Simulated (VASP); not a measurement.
## OsO$_{2}$ (space group P4_2/mnm): computed properties

The numbers are results of LDA (Ceperley-Alder, Perdew-Zunger), VASP's LDA PAW potentials (set 64) (plane waves; VASP), not measurements.

For OsO2, the space group is P4_2/mnm (136) and the cell is a = b = 4.4353 Å, c = 3.1792 Å, α = β = γ = 90.00°. The volume per atom is 10.42 Å³/atom, the band gap (over mesh and band path) is none (metal, semimetal or under 0.01 eV) and the band gap with spin-orbit coupling is none (metallic). The density is 11.80 g/cm³.

OsO$_{2}$ is modelled in the tetragonal space group P4₂/mnm (No. 136), the rutile structure, Pearson symbol tP6. Conventional cell: a = b = 4.435 Å, c = 3.179 Å, α = β = γ = 90.00°. Os on 2a is surrounded by 6 O at 1.938–1.990 Å. O on 4f sees 3 Os at 1.938–1.990 Å (trigonal planar). (Neighbours: up to the widest gap in distance over summed covalent radii, below 1.35, at either atom; cation-cation and far metal-metal contacts left out.)

Unless said otherwise, spin-orbit coupling is left out, though it shifts the bands of the heavy elements here.

The structure comes from a computed database's OsO2 entry (P4_2/mnm); how it stands against other phases isn't given here. It was relaxed first. Symmetry was kept, so distortions that lower it aren't found.
